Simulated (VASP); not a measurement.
Here is the system:

```xyz
2
Lattice="0.0000 2.2649 2.2649 2.2649 0.0000 2.2649 2.2649 2.2649 0.0000" Properties=species:S:1:pos:R:3 pbc="T T T"
Ga     0.0000     0.0000     0.0000
N      1.1324     1.1324     1.1324
```

Computed with TPSS meta-GGA, VASP's PBE PAW potentials (set 64) (plane waves; VASP). Settings: 520 eV cut-off, 11×11×11 Γ-centred mesh, tetrahedra with Blöchl corrections, potentials Ga_d N.

Question: Estimate the energy per atom (σ→0), band gap (over mesh and band path) with the smallest direct gap where there is one.

Answer: 
```yaml
band gap (over mesh and band path): 1.56 eV
smallest direct gap (over mesh and band path): 1.56 eV
energy per atom (σ→0): -11.005 eV/atom
```

Only differences to runs with the same potentials and settings are physical.

The compound is GaN in the zinc blende structure, a metastable form; wurtzite is the usual one. It was relaxed first.
